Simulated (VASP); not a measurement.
An input for Quantum ESPRESSO's pw.x (written as the equivalent of a VASP run, and not itself run):

```
&CONTROL
  calculation = 'vc-relax'
  pseudo_dir = './pseudo'
  outdir = './out'
  tprnfor = .true.
  tstress = .true.
  nstep = 40
  forc_conv_thr = 0.00078
/
&SYSTEM
  ibrav = 0
  nat = 2
  ntyp = 2
  ecutwfc = 102
  occupations = 'smearing'
  smearing = 'gaussian'
  degauss = 0.003675
  input_dft = 'pbe'
/
&ELECTRONS
  conv_thr = 7.3e-08
  electron_maxstep = 100
/
&IONS
/
&CELL
  press = 300
/
ATOMIC_SPECIES
  Cd 112.414 Cd.upf
  Se 78.971 Se.upf
CELL_PARAMETERS angstrom
     0.0000000    2.7919734    2.7919734
     2.7919734    0.0000000    2.7919734
     2.7919734    2.7919734   -0.0000000
ATOMIC_POSITIONS crystal
  Cd   1.0000000  1.0000000  0.0000000
  Se   0.2500000  0.2500000  0.2500000
K_POINTS automatic
  8 8 8 0 0 0
```

**Question.** Translate this input to VASP (INCAR, KPOINTS, POSCAR, choice of POTCAR).

**Answer.** This is not unique; one that fits is 
POSCAR:
```
CdSe
1
    0.0000000000     2.7919734445     2.7919734445
    2.7919734445     0.0000000000     2.7919734445
    2.7919734445     2.7919734445    -0.0000000000
Cd Se
1 1
Direct
  1.0000000000   1.0000000000   0.0000000000
  0.2500000000   0.2500000000   0.2500000000
```

KPOINTS:
```
Automatic
0
gamma
 8 8 8
```

**INCAR**
```
SYSTEM  =  CdSe
PREC  =  Accurate; ENCUT  =  500; LREAL  =  .False.
LASPH  =  .True.
EDIFF  =  1E-6; NELM  =  100; ALGO  =  Normal
LMAXMIX  =  4
ISMEAR  =  0; SIGMA  =  0.05
GGA  =  PE
IBRION  =  2; NSW  =  40; ISIF  =  3
EDIFFG  =  -0.02; PSTRESS  =  300
LWAVE  =  .False.; LCHARG  =  .False.
```

POTCAR, in this order: Cd Se (PBE.64 set). Program: vasp_std.

The two are equivalent in intent, not identical: the potentials are each code's own (VASP's PAW set, PseudoDojo norm-conserving files in pw.x), so ENCUT and ecutwfc are chosen apart and not converted; conv_thr bounds pw.x's estimated SCF error, while EDIFF bounds the energy change between steps; forc_conv_thr acts on force components and is met together with etot_conv_thr.

The compound is CdSe in the zinc blende structure, whereas wurtzite is the usual form. It was relaxed first under an external pressure of 30 GPa.
